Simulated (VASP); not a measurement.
Computed with PBEsol GGA, VASP's PBE PAW potentials (set 64) (plane waves; VASP).

Input for VASP

### INCAR
```
SYSTEM = AlIn3N4
PREC = Accurate; ENCUT = 520; LREAL = .FALSE.
LASPH = .TRUE.
EDIFF = 1E-7; NELM = 100; ALGO = Normal
LMAXMIX = 4
ISMEAR = -5
GGA = PS
ISIF = 2
LWAVE = .FALSE.; LCHARG = .TRUE.; LORBIT = 11
NEDOS = 601
LEFG = .TRUE.
```

File POSCAR:
```
AlIn3N4
1
   -0.0058476248     4.8334709301     4.8395433348
    4.8334709301    -0.0058476248     4.8395433348
    2.4138116527     2.4138116527     0.0000000000
In N Al
3 4 1
Direct
  0.9986005650   0.9986005650   0.0027988701
  0.9991874103   0.5015401678   0.9992724219
  0.5015401678   0.9991874103   0.9992724219
  0.1251024615   0.1251024615   0.2497950770
  0.1556875985   0.6150547119   0.2292576896
  0.6150547119   0.1556875985   0.2292576896
  0.6058127566   0.6058127566   0.2883744868
  0.4990143284   0.4990143284   0.0019713432
```

File KPOINTS:
```
Automatic mesh
0
gamma
 5 5 9
0 0 0
```

POTCAR, in this order: In_d N Al (PBE.64 set). Program: vasp_std.

What VASP printed:

### OSZICAR
```
       N       E                     dE             d eps       ncg     rms          rms(c)
DAV:   1     0.706168615004E+03    0.70617E+03   -0.29145E+04  5114   0.219E+03
DAV:   2     0.694467560530E+02   -0.63672E+03   -0.61619E+03  5236   0.550E+02
DAV:   3    -0.498169260463E+02   -0.11926E+03   -0.11572E+03  6222   0.229E+02
DAV:   4    -0.582439045063E+02   -0.84270E+01   -0.83660E+01  6716   0.616E+01
DAV:   5    -0.584704417184E+02   -0.22654E+00   -0.22625E+00  7276   0.101E+01    0.192E+01
DAV:   6    -0.496288398430E+02    0.88416E+01   -0.39151E+01  8063   0.666E+01    0.159E+01
DAV:   7    -0.499018107708E+02   -0.27297E+00   -0.45909E+00  5728   0.133E+01    0.463E+00
DAV:   8    -0.498180407524E+02    0.83770E-01   -0.42205E-01  8012   0.577E+00    0.283E+00
DAV:   9    -0.497859681333E+02    0.32073E-01   -0.82013E-02  7954   0.379E+00    0.607E-01
DAV:  10    -0.497839069096E+02    0.20612E-02   -0.13226E-02  7820   0.147E+00    0.353E-01
DAV:  11    -0.497841492687E+02   -0.24236E-03   -0.35453E-03  7436   0.374E-01    0.193E-01
DAV:  12    -0.497842163930E+02   -0.67124E-04   -0.16348E-04  6972   0.113E-01    0.398E-02
DAV:  13    -0.497842163705E+02    0.22483E-07   -0.37282E-05  8143   0.751E-02    0.293E-02
DAV:  14    -0.497842144244E+02    0.19462E-05   -0.10050E-05  7274   0.246E-02    0.178E-02
DAV:  15    -0.497842139516E+02    0.47280E-06   -0.38737E-06  6764   0.108E-02    0.876E-03
DAV:  16    -0.497842140501E+02   -0.98509E-07   -0.82608E-07  6420   0.753E-03
   1 F= -.49784214E+02 E0= -.49784214E+02  d E =0.000000E+00
```

File OUTCAR:
```
------------------------ aborting loop because EDIFF is reached ----------------------------------------
  FORCE on cell =-STRESS in cart. coord.  units (eV):
  Direction    XX          YY          ZZ          XY          YZ          ZX
  --------------------------------------------------------------------------------------
  Total        0.0386748      0.0386748      0.0985599     -0.1184922     -0.0000000     -0.0000000
  in kB        0.5480452      0.5480452      1.3966546     -1.6791076     -0.0000000     -0.0000000
  external PRESSURE =       0.8309150 kB  Pullay stress =       0.0000000 kB
  volume of cell :      113.06
      direct lattice vectors                 reciprocal lattice vectors
    -0.005847625  4.833470930  4.839543335    -0.103320332  0.103320332  0.103315533
     4.833470930 -0.005847625  4.839543335     0.103320332 -0.103320332  0.103315533
     2.413811653  2.413811653  0.000000000     0.207141265  0.207141265 -0.206631066
 POSITION                                       TOTAL-FORCE (eV/Angst)
 -----------------------------------------------------------------------------------
      4.82762      4.82762      9.66554        -0.000000     -0.000000      0.000057
      4.83039      7.23867      7.26284        -0.000591      0.000591     -0.007169
      7.23867      4.83039      7.26284         0.000591     -0.000591     -0.007169
      1.20691      1.20691      1.21088        -0.000000     -0.000000      0.003520
      3.52532      1.30230      3.73004        -0.010239      0.010239      0.001654
      1.30230      3.52532      3.73004         0.010239     -0.010239      0.001654
      3.62072      3.62072      5.86371        -0.000000     -0.000000      0.009332
      2.41381      2.41381      4.83000         0.000000      0.000000     -0.001879
 -----------------------------------------------------------------------------------
    total drift:                               -0.000018     -0.000018     -0.000268
  FREE ENERGIE OF THE ION-ELECTRON SYSTEM (eV)
  ---------------------------------------------------
  free  energy   TOTEN  =       -49.7842140501 eV

  energy  without entropy=      -49.7842140501  energy(sigma->0) =      -49.78421405

 total charge

# of ion       s       p       d       tot
------------------------------------------
    1        0.771   0.852  10.022  11.646
    2        0.767   0.811  10.005  11.582
    3        0.767   0.811  10.005  11.582
    4        1.235   2.453   0.000   3.687
    5        1.233   2.443   0.000   3.675
    6        1.233   2.443   0.000   3.675
    7        1.229   2.420   0.000   3.649
    8        0.357   0.383   0.000   0.740
--------------------------------------------------
tot          7.590  12.616  30.031  50.237

 Electric field gradients after diagonalization (V/A^2)
 (convention: |V_zz| > |V_xx| > |V_yy|)
----------------------------------------------------------------------
 ion       V_xx      V_yy      V_zz     asymmetry (V_yy - V_xx)/ V_zz
----------------------------------------------------------------------
   1      30.203     3.502   -33.706       0.792
   2      20.459    18.464   -38.923       0.051
   3      20.459    18.464   -38.923       0.051
   4       1.232     0.338    -1.569       0.570
   5       2.257     1.825    -4.081       0.106
   6       2.257     1.825    -4.081       0.106
   7       8.897     3.721   -12.618       0.410
   8       6.345     3.179    -9.525       0.332
```
(Selected blocks of OUTCAR.)

OUTCAR:
```
 val. band max:        6.5356933921   @ k =   0.0000   0.0000   0.0000

 cond. band min:       6.7099656310   @ k =   0.0000   0.0000   0.0000


 Fermi energy:         6.5436818980

 k-point     1 :       0.0000    0.0000    0.0000
  band No.  band energies     occupation
      1      -8.4910      2.00000
      2      -8.3033      2.00000
      3      -7.9768      2.00000
      4      -7.7811      2.00000
      5      -6.7936      2.00000
      6      -6.7828      2.00000
      7      -6.7669      2.00000
      8      -6.6457      2.00000
      9      -6.6308      2.00000
     10      -6.5540      2.00000
     11      -6.5533      2.00000
     12      -6.4034      2.00000
     13      -6.3723      2.00000
     14      -6.3321      2.00000
     15      -6.2913      2.00000
     16      -6.2106      2.00000
     17      -5.2095      2.00000
     18      -5.1967      2.00000
     19      -4.3800      2.00000
     20       0.4151      2.00000
     21       0.4717      2.00000
     22       1.3401      2.00000
     23       4.0307      2.00000
     24       4.0504      2.00000
     25       5.2570      2.00000
     26       5.3240      2.00000
     27       5.6359      2.00000
     28       5.8715      2.00000
     29       6.3525      2.00000
     30       6.4026      2.00000
     31       6.5357      2.00000
     32       6.7100      0.00000
     33       9.4756      0.00000
     34       9.9864      0.00000
     35      10.2542      0.00000
     36      12.6149      0.00000
     37      13.4719      0.00000

 k-point     2 :       0.2000    0.0000    0.0000
  band No.  band energies     occupation
      1      -8.4724      2.00000
      2      -8.2741      2.00000
      3      -7.9726      2.00000
      4      -7.7556      2.00000
      5      -6.7750      2.00000
      6      -6.7665      2.00000
      7      -6.7299      2.00000
      8      -6.6383      2.00000
      9      -6.6233      2.00000
     10      -6.5523      2.00000
     11      -6.5490      2.00000
...
```

Unless said otherwise, spin-orbit coupling is left out, though it shifts the bands of the heavy elements here.

The structure was generated: AlIn3N4 was put into an ordered model structure (Amm2), which need not be its known phase. It was relaxed first.
